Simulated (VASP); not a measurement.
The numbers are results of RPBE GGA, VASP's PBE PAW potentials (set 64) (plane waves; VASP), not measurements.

The input files of a VASP run:

**INCAR**
```
# general
SYSTEM   =  SrTiO3
PREC     =  Accurate
ENCUT    =  520
LREAL    =  F
LASPH    =  T

# electronic loop
EDIFF    =  1E-6
NELM     =  100
ALGO     =  Normal
LMAXMIX  =  4

# smearing
ISMEAR   =  0
SIGMA    =  0.05

# functional
GGA      =  RP

# ions
IBRION   =  2
NSW      =  60
ISIF     =  3
EDIFFG   =  -0.02

# output
LWAVE    =  F
LCHARG   =  F
```

File POSCAR:
```
SrTiO3
1
    3.9777872581     0.0000000000    -0.0000000000
   -0.0000000000     3.9777872581    -0.0000000000
    0.0000000000     0.0000000000     3.9777872581
Sr Ti O
1 1 3
Direct
  0.0000000000   0.0000000000   0.0000000000
  0.5000000000   0.5000000000   0.5000000000
  0.5000000000   0.0000000000   0.5000000000
  0.0000000000   0.5000000000   0.5000000000
  0.5000000000   0.5000000000   0.0000000000
```

### KPOINTS
```
Automatic
0
G
5 5 5
```

POTCAR, in this order: Sr_sv Ti_sv O (PBE.64 set). Program: vasp_std.

Output

**OSZICAR**
```
       N       E                     dE             d eps       ncg     rms          rms(c)
DAV:   1     0.443843602415E+03    0.44384E+03   -0.21644E+04   480   0.184E+03
DAV:   2     0.678855731401E+01   -0.43706E+03   -0.43194E+03   544   0.495E+02
DAV:   3    -0.462887902180E+02   -0.53077E+02   -0.53022E+02   712   0.156E+02
DAV:   4    -0.485043245962E+02   -0.22155E+01   -0.22142E+01   648   0.296E+01
DAV:   5    -0.486102030670E+02   -0.10588E+00   -0.10587E+00   688   0.492E+00    0.252E+01
DAV:   6    -0.381691339892E+02    0.10441E+02   -0.68904E+01   752   0.728E+01    0.146E+01
DAV:   7    -0.381788938877E+02   -0.97599E-02   -0.10080E+01   648   0.244E+01    0.934E+00
DAV:   8    -0.381708370132E+02    0.80569E-02   -0.20544E+00   632   0.147E+01    0.291E+00
DAV:   9    -0.381175248708E+02    0.53312E-01   -0.41514E-01   632   0.580E+00    0.995E-01
DAV:  10    -0.381203275776E+02   -0.28027E-02   -0.99519E-02   648   0.248E+00    0.824E-01
DAV:  11    -0.381135383473E+02    0.67892E-02   -0.57856E-02   672   0.204E+00    0.196E-01
DAV:  12    -0.381133191805E+02    0.21917E-03   -0.34748E-03   592   0.641E-01    0.587E-02
DAV:  13    -0.381134100320E+02   -0.90852E-04   -0.48924E-04   760   0.195E-01    0.202E-02
DAV:  14    -0.381134294818E+02   -0.19450E-04   -0.59007E-05   632   0.681E-02    0.127E-02
DAV:  15    -0.381134346429E+02   -0.51611E-05   -0.29658E-05   608   0.643E-02    0.190E-02
DAV:  16    -0.381134298206E+02    0.48223E-05   -0.26507E-05   608   0.472E-02    0.122E-03
DAV:  17    -0.381134298224E+02   -0.18040E-08   -0.11478E-06   288   0.957E-03
   1 F= -.38113430E+02 E0= -.38113430E+02  d E =-.381134E+02
```

### OUTCAR
```
------------------------ aborting loop because EDIFF is reached ----------------------------------------
  FORCE on cell =-STRESS in cart. coord.  units (eV):
  Direction    XX          YY          ZZ          XY          YZ          ZX
  --------------------------------------------------------------------------------------
  Total       -0.0491304     -0.0491304     -0.0491304      0.0000000      0.0000000     -0.0000000
  in kB       -1.2506524     -1.2506524     -1.2506524      0.0000000      0.0000000     -0.0000000
  external PRESSURE =      -1.2506524 kB  Pullay stress =       0.0000000 kB
  volume of cell :       62.94
      direct lattice vectors                 reciprocal lattice vectors
     3.977787258  0.000000000  0.000000000     0.251396049  0.000000000  0.000000000
     0.000000000  3.977787258  0.000000000     0.000000000  0.251396049  0.000000000
     0.000000000  0.000000000  3.977787258     0.000000000  0.000000000  0.251396049
 POSITION                                       TOTAL-FORCE (eV/Angst)
 -----------------------------------------------------------------------------------
      0.00000      0.00000      0.00000         0.000000      0.000000      0.000000
      1.98889      1.98889      1.98889         0.000000      0.000000      0.000000
      1.98889      0.00000      1.98889         0.000000      0.000000      0.000000
      0.00000      1.98889      1.98889         0.000000      0.000000      0.000000
      1.98889      1.98889      0.00000         0.000000      0.000000      0.000000
 -----------------------------------------------------------------------------------
    total drift:                                0.000000      0.000000     -0.000000
  FREE ENERGIE OF THE ION-ELECTRON SYSTEM (eV)
  ---------------------------------------------------
  free  energy   TOTEN  =       -38.1134298224 eV

  energy  without entropy=      -38.1134298224  energy(sigma->0) =      -38.11342982

 reached required accuracy - stopping structural energy minimisation
```
(Selected blocks of OUTCAR.)

The compound is SrTiO3 in the cubic perovskite structure, the ideal cubic form; the compound distorts at low or room temperature. It was relaxed first, which changed the volume by +6 %. The start is the result of an earlier pass.
